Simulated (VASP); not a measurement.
The cell holds one FeAl (CsCl type) (110) slab, with vacuum along c, ions free to move until forces fall under 0.03 eV/Å, no reconstruction beyond this cell, dipole correction on.

Consider the following.

```yaml
crystal:
  lattice:
    - [2.84004, 0.00000, 0.00000]
    - [0.00000, 4.01643, 0.00000]
    - [0.00000, 0.00000, 24.68046]
  atoms:
    - { symbol: Al, position: [0.50000, 0.00000, 0.33442] }
    - { symbol: Al, position: [0.50000, 0.50000, 0.41999] }
    - { symbol: Al, position: [0.50000, 0.00000, 0.50000] }
    - { symbol: Al, position: [0.50000, 0.50000, 0.58001] }
    - { symbol: Al, position: [0.50000, 0.00000, 0.66558] }
    - { symbol: Fe, position: [0.00000, 0.50000, 0.34024] }
    - { symbol: Fe, position: [0.00000, 0.00000, 0.41762] }
    - { symbol: Fe, position: [0.00000, 0.50000, 0.50000] }
    - { symbol: Fe, position: [0.00000, 0.00000, 0.58238] }
    - { symbol: Fe, position: [0.00000, 0.50000, 0.65976] }
```

Computed with PBEsol GGA, VASP's PBE PAW potentials (set 64) (plane waves; VASP). Settings: 400 eV cut-off, 10×7×1 Γ-centred mesh, first-order Methfessel-Paxton smearing of 0.10 eV, potentials Al Fe.

Slab and bulk use different k-meshes, so the surface energy is good to a few per cent at best.

The surface energy comes out as 2.64 J/m², the work function is 4.80 eV and the band gap (on the k-mesh) is none (metal, semimetal or under 0.01 eV).

The cell is a thin slab with vacuum, built from FeAl (CsCl type): (110) face. The run is not spin-polarised, so no magnetic state was tried.
